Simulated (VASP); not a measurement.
Data:

```xyz
3
Lattice="0.0000 2.3100 2.3100 2.3100 0.0000 2.3100 2.3100 2.3100 0.0000" Properties=species:S:1:pos:R:3 pbc="T T T"
Li     1.1550     1.1550     1.1550
Li     3.4650     3.4650     3.4650
O      0.0000     0.0000     0.0000
```

Method: PW91 GGA, VASP's PBE PAW potentials (set 64) (plane waves; VASP). Numerical set-up: 520 eV cut-off, Gaussian smearing of 0.050 eV, potentials Li_sv O.

Give the energies of bands 4 to 8 at the high-symmetry points, in eV from the valence-band maximum.

```
band      Γ      X      U      L      W
----  -----  -----  -----  -----  -----
4      0.00  -1.59  -2.00  -2.76  -1.81
5      0.00  -1.38  -1.51  -0.44  -1.48
6      0.00  -1.38  -1.08  -0.44  -1.48
7      5.30   5.01   6.58   9.23   7.19
8     11.97  13.55  11.62   9.84  10.45
```

The gap is indirect, 5.01 eV, from the valence maximum at Γ to the conduction minimum at X.

Measured: gap 8.00 eV (computed value off by -2.99 eV), as given by Das et al., (2018), arXiv:1807.05623.

The compound is Li2O in the antifluorite structure. The cell was not relaxed at this level.
